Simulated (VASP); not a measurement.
Calculation: TPSS meta-GGA, VASP's PBE PAW potentials (set 64) (plane waves; VASP).

Input for VASP

File KPOINTS:
```
Automatic mesh
0
Gamma
15 15 15
0 0 0
```

**POSCAR**
```
Au
1.0
  0.0000000000   2.0375416498   2.0375416498
  2.0375416498   0.0000000000   2.0375416498
  2.0375416498   2.0375416498   0.0000000000
Au
1
direct
  0.0000000000   0.0000000000   0.0000000000
```

**INCAR**
```
ALGO=Normal
EDIFF=1E-7
ENCUT=520
ISIF=2
ISMEAR=1
LASPH=.True.
LCHARG=.False.
LMAXMIX=6
LMIXTAU=.True.
LREAL=.False.
LWAVE=.False.
METAGGA=TPSS
NELM=100
PREC=Accurate
SIGMA=0.1
SYSTEM=Au
```

POTCAR, in this order: Au (PBE.64 set). Program: vasp_std.

Output of the run:

**OSZICAR**
```
       N       E                     dE             d eps       ncg     rms          rms(c)
DAV:   1     0.536126431851E+02    0.53613E+02   -0.62518E+03  2288   0.120E+03
DAV:   2    -0.133206872924E+01   -0.54945E+02   -0.52116E+02  2267   0.245E+02
DAV:   3    -0.203406921470E+01   -0.70200E+00   -0.70137E+00  2794   0.310E+01
DAV:   4    -0.203804017582E+01   -0.39710E-02   -0.39708E-02  2644   0.234E+00
DAV:   5    -0.203809522847E+01   -0.55053E-04   -0.55053E-04  2707   0.256E-01    0.123E+01
DAV:   6    -0.341088590748E+01   -0.13728E+01   -0.77564E+00  2160   0.437E+01    0.513E+00
DAV:   7    -0.283292833895E+01    0.57796E+00   -0.94431E-01  2325   0.115E+01    0.361E+00
DAV:   8    -0.325601438857E+01   -0.42309E+00   -0.48273E-01  2183   0.968E+00    0.433E+00
DAV:   9    -0.281799508325E+01    0.43802E+00   -0.10365E-01  2186   0.401E+00    0.493E+00
DAV:  10    -0.352806717583E+01   -0.71007E+00   -0.94030E-01  2178   0.149E+01    0.762E-01
DAV:  11    -0.353023877649E+01   -0.21716E-02   -0.31373E-02  2302   0.171E+00    0.462E-01
DAV:  12    -0.352975709293E+01    0.48168E-03   -0.15644E-03  2312   0.450E-01    0.361E-01
DAV:  13    -0.352747256680E+01    0.22845E-02   -0.39065E-03  2230   0.614E-01    0.199E-01
DAV:  14    -0.352686671946E+01    0.60585E-03   -0.17443E-03  2222   0.447E-01    0.922E-02
DAV:  15    -0.352689248764E+01   -0.25768E-04   -0.31721E-05  2216   0.904E-02    0.881E-02
DAV:  16    -0.352682629442E+01    0.66193E-04   -0.31190E-04  2233   0.188E-01    0.193E-02
DAV:  17    -0.352682635812E+01   -0.63696E-07   -0.55790E-05  2310   0.716E-02    0.109E-02
DAV:  18    -0.352682572175E+01    0.63637E-06   -0.44430E-07  2255   0.795E-03    0.108E-02
DAV:  19    -0.352682401085E+01    0.17109E-05   -0.18978E-06  2176   0.144E-02    0.762E-03
DAV:  20    -0.352682326304E+01    0.74781E-06   -0.37402E-06  2243   0.190E-02    0.203E-03
DAV:  21    -0.352682324593E+01    0.17108E-07   -0.17747E-07  1108   0.423E-03
   1 F= -.35268232E+01 E0= -.35266759E+01  d E =-.441952E-03
```

OUTCAR:
```
------------------------ aborting loop because EDIFF is reached ----------------------------------------
  FORCE on cell =-STRESS in cart. coord.  units (eV):
  Direction    XX          YY          ZZ          XY          YZ          ZX
  --------------------------------------------------------------------------------------
  Total        0.5815746      0.5815746      0.5815746     -0.0000000      0.0000000      0.0000000
  in kB       55.0765219     55.0765219     55.0765219     -0.0000000      0.0000000      0.0000000
  external PRESSURE =      55.0765219 kB  Pullay stress =       0.0000000 kB
  volume of cell :       16.92
      direct lattice vectors                 reciprocal lattice vectors
     0.000000000  2.037541650  2.037541650    -0.245393757  0.245393757  0.245393757
     2.037541650  0.000000000  2.037541650     0.245393757 -0.245393757  0.245393757
     2.037541650  2.037541650  0.000000000     0.245393757  0.245393757 -0.245393757
 POSITION                                       TOTAL-FORCE (eV/Angst)
 -----------------------------------------------------------------------------------
      0.00000      0.00000      0.00000         0.000000      0.000000      0.000000
 -----------------------------------------------------------------------------------
    total drift:                               -0.000000      0.000000      0.000000
  FREE ENERGIE OF THE ION-ELECTRON SYSTEM (eV)
  ---------------------------------------------------
  free  energy   TOTEN  =        -3.5268232459 eV

  energy  without entropy=       -3.5263812935  energy(sigma->0) =       -3.52667593
```
(Selected blocks of OUTCAR.)

The compound is Au in the fcc structure. This cell is one point of a volume scan, at 0.97 of the reference volume.
